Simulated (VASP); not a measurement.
Method: PBEsol GGA, VASP's PBE PAW potentials (set 64) (plane waves; VASP).

A VASP calculation is set up with these files.

KPOINTS:
```
kpoints
0
gamma
  11 11 11
0 0 0
```

POSCAR:
```
Pb
1.0
  0.0000000000   2.5231950000   2.5231950000
  2.5231950000   0.0000000000   2.5231950000
  2.5231950000   2.5231950000   0.0000000000
Pb
1
Cart
  0.0000000000   0.0000000000   0.0000000000
```

**INCAR**
```
LWAVE=F
ALGO=Normal   # blocked Davidson
ISMEAR=-1   # Fermi-Dirac
SIGMA=0.05
LASPH=T   # aspherical one-centre terms
PREC=Accurate
LREAL=F
NELM=100
EDIFF=1E-6   # SCF stop (eV)
SYSTEM=Pb
ENCUT=300
LCHARG=F
ISIF=2
GGA=PS   # PBEsol
LMAXMIX=4   # l cut-off of mixed one-centre charges
```

POTCAR, in this order: Pb_d (PBE.64 set). Program: vasp_std.

The resulting files:

File OSZICAR:
```
       N       E                     dE             d eps       ncg     rms          rms(c)
DAV:   1     0.853806675857E+02    0.85381E+02   -0.54084E+03  1255   0.971E+02
DAV:   2    -0.533341259239E+00   -0.85914E+02   -0.84444E+02  1259   0.277E+02
DAV:   3    -0.393241844352E+01   -0.33991E+01   -0.33903E+01  1479   0.644E+01
DAV:   4    -0.399789573795E+01   -0.65477E-01   -0.65468E-01  1477   0.100E+01
DAV:   5    -0.400063539864E+01   -0.27397E-02   -0.27396E-02  1504   0.173E+00    0.532E-01
DAV:   6    -0.398900196240E+01    0.11633E-01   -0.16407E-02  1474   0.226E+00    0.277E-01
DAV:   7    -0.398572244878E+01    0.32795E-02   -0.77318E-03  1448   0.143E+00    0.941E-02
DAV:   8    -0.398553177289E+01    0.19068E-03   -0.36580E-04  1468   0.398E-01    0.107E-02
DAV:   9    -0.398553085423E+01    0.91867E-06   -0.11050E-05  1463   0.605E-02    0.445E-03
DAV:  10    -0.398553122675E+01   -0.37252E-06   -0.11042E-06   823   0.171E-02
   1 F= -.39855312E+01 E0= -.39840146E+01  d E =-.303333E-02
```

**OUTCAR**
```
------------------------ aborting loop because EDIFF is reached ----------------------------------------
  FORCE on cell =-STRESS in cart. coord.  units (eV):
  Direction    XX          YY          ZZ          XY          YZ          ZX
  --------------------------------------------------------------------------------------
  Total       -0.7070408     -0.7070408     -0.7070408     -0.0000000      0.0000000      0.0000000
  in kB      -35.2592154    -35.2592154    -35.2592154     -0.0000000      0.0000000      0.0000000
  external PRESSURE =     -35.2592154 kB  Pullay stress =       0.0000000 kB
  volume of cell :       32.13
      direct lattice vectors                 reciprocal lattice vectors
     0.000000000  2.523195000  2.523195000    -0.198161458  0.198161458  0.198161458
     2.523195000  0.000000000  2.523195000     0.198161458 -0.198161458  0.198161458
     2.523195000  2.523195000  0.000000000     0.198161458  0.198161458 -0.198161458
 POSITION                                       TOTAL-FORCE (eV/Angst)
 -----------------------------------------------------------------------------------
      0.00000      0.00000      0.00000        -0.000000      0.000000      0.000000
 -----------------------------------------------------------------------------------
    total drift:                                0.000000      0.000000      0.000000
  FREE ENERGIE OF THE ION-ELECTRON SYSTEM (eV)
  ---------------------------------------------------
  free  energy   TOTEN  =        -3.9855312267 eV

  energy  without entropy=       -3.9824978989  energy(sigma->0) =       -3.98401456
```
(Selected blocks of OUTCAR.)

At this cut-off the stress carries a Pulay error, which pulls relaxed volumes low.

The structure comes from a computed database's Pb entry; how it stands against other phases isn't given here. The cell was not relaxed at this level. The run is one of a series of settings (GGA = PS against the base run), some of them coarse on purpose.
